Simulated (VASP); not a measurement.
Data:

```xyz
3
Lattice="1.5819 -2.7399 0.0000 1.5819 2.7399 0.0000 0.0000 0.0000 3.5776" Properties=species:S:1:pos:R:3 pbc="T T T"
Mg     0.0000     0.0000     0.0000
B      1.5819     0.9133     1.7888
B      1.5819    -0.9133     1.7888
```

The numbers are results of PBEsol GGA, VASP's PBE PAW potentials (set 64) (plane waves; VASP), not measurements. Run with 600 eV cut-off, 10×10×8 Γ-centred mesh, first-order Methfessel-Paxton smearing of 0.10 eV, potentials Mg B.

Problem. Give the stress tensor in GPa (positive for a compressed cell).

Solution. 
```
-13.59    0.00    0.00
  0.00  -13.59    0.00
  0.00    0.00   -8.38
```
The pressure is its mean diagonal, -11.85 GPa.

The compound is MgB2 in the AlB2 type structure. This cell was strained or had an atom moved on purpose.
